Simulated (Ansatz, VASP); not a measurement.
# One calculation of AlIn2B2As, two programs

Contents of INCAR:

```
PREC = Accurate
ENCUT = 520
EDIFF = 1E-6
ISMEAR = 0
SIGMA = 0.1
LREAL = F
LASPH = T
NELM = 100
ALGO = Normal
ISIF = 2
LWAVE = F
LCHARG = T
GGA = PE
LELF = T
LVHAR = T
NBANDS = 29
```

KPOINTS

```
Automatic mesh
0
Gamma
  8 6 6
```

POSCAR

```
AlIn2B2As
1.0
    4.2365805639      0.0069883825      0.0163885133
    1.9396860966      5.1759838000     -0.0103538829
    2.0871022334     -0.4206116550      5.3160660115
Al In B As
1 2 2 1
Direct
    0.8755895679      0.9456756162      0.8352546394
    0.9465475479      0.1890146022      0.3785804965
    0.4900315576      0.5664275862      0.0024655876
    0.4159757451      0.2454633909      0.7882465155
    0.2557417398      0.0241526709      0.9646446648
    0.2006527317      0.5093451436      0.5507290864
```

Input for Ansatz:

```yaml
crystal:
  lattice:
    - [4.2365805639, 0.0069883825, 0.0163885133]
    - [1.9396860966, 5.1759838, -0.0103538829]
    - [2.0871022334, -0.420611655, 5.3160660115]
  atoms:
    - { symbol: Al, position: [0.8755895679, 0.9456756162, 0.8352546394] }
    - { symbol: In, position: [0.9465475479, 0.1890146022, 0.3785804965] }
    - { symbol: In, position: [0.4900315576, 0.5664275862, 0.0024655876] }
    - { symbol: B, position: [0.4159757451, 0.2454633909, 0.7882465155] }
    - { symbol: B, position: [0.2557417398, 0.0241526709, 0.9646446648] }
    - { symbol: As, position: [0.2006527317, 0.5093451436, 0.5507290864] }
basis:
  ecutwfc: 420
kpoints:
  mp_grid: { grid: [8, 6, 6] }
  band_path:
    path:
      - [[0.0, 0.0, 0.0], [0.0, 0.0, -0.5]]
      - [[0.0, 0.5, 0.0], [0.0, 0.0, 0.0], [0.5, 0.0, 0.5]]
      - [[0.5, 0.5, 0.0], [0.0, 0.0, 0.0], [0.5, 0.5, 0.5]]
      - [[0.5, 0.0, 0.0], [0.0, 0.0, 0.0], [0.0, 0.5, -0.5]]
    npoints: 14
hamiltonian:
  xc: pbe
scf:
  occupations: { method: gaussian, width: 0.1 }
  n_extra_bands: 15
output:
  forces: true
  stress: true
  eigenvalues: true
  populations: true
  dos: { projected: true, de: 0.02, nscf_kmesh: { grid: [10, 8, 8] } }
  bader: true
  write_density: true
  write_potential: true
  elf: true
  volumetric_format: npy
```

The cell was built by a generator and needn't be a form met in nature.

Alike in both runs: task single point; functional PBE; k mesh 8 × 6 × 6; occupations gaussian, width 0.1 eV; no spin polarisation.

```csv
,VASP,Ansatz
version,VASP 6.6.1,Ansatz 0.2.0
potentials or method,"VASP PAW PBE potentials, release 64 (Al, In_d, B, As)","scalar-relativistic, plane waves, PAW"
plane-wave cutoff (eV),520,420
valence electrons in the cell,40,50
```

```csv
,VASP,Ansatz,Ansatz less VASP
gap on the k mesh at the Fermi level (eV),none,none,-
pressure (GPa),0.1,0.0,-0.04
rms of the force components (eV/Å),0.013,0.004,-0.0082
```

Atom by atom the forces differ by 0.010 eV/Å (rms over components). A gap of «none» marks a metal or a gap that the smearing closes. The two sets of potentials don't hold the same shells in valence.
